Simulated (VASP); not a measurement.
Consider the following.

```
Cr
1.0
   -1.41344     1.41344     1.41344
    1.41344    -1.41344     1.41344
    1.41344     1.41344    -1.41344
Cr
1
Direct
  0.00000   0.00000   0.00000
```

The numbers are results of r2SCAN meta-GGA with spin-orbit coupling, VASP's PBE PAW potentials (set 64) (plane waves; VASP), not measurements. Numerical set-up: 400 eV cut-off, 16×16×16 Γ-centred mesh, Gaussian smearing of 0.050 eV, potentials Cr_pv.

Task: Give the energies of bands 7 to 19 at the high-symmetry points, in eV from the Fermi level.

Result: 
```csv
band,Γ,H,N,P
7,-8.49,-4.53,-4.76,-2.57
8,-8.49,-4.53,-4.76,-2.57
9,-1.00,-4.53,-2.66,-2.55
10,-1.00,-4.53,-2.66,-2.55
11,-1.00,2.56,1.02,-2.55
12,-1.00,2.56,1.02,-2.55
13,-0.94,2.56,1.38,1.89
14,-0.94,2.56,1.38,1.89
15,1.46,2.63,1.83,1.89
16,1.46,2.63,1.83,1.89
17,1.46,3.19,3.00,3.16
18,1.46,3.19,3.00,3.16
19,3.25,11.05,3.19,10.74
```

It has no gap at this level: it comes out as a metal or semimetal.

The structure was generated: Cr was put into the bcc type (Im-3m), which need not be its known phase. It was relaxed first, which changed the volume by -5 %.
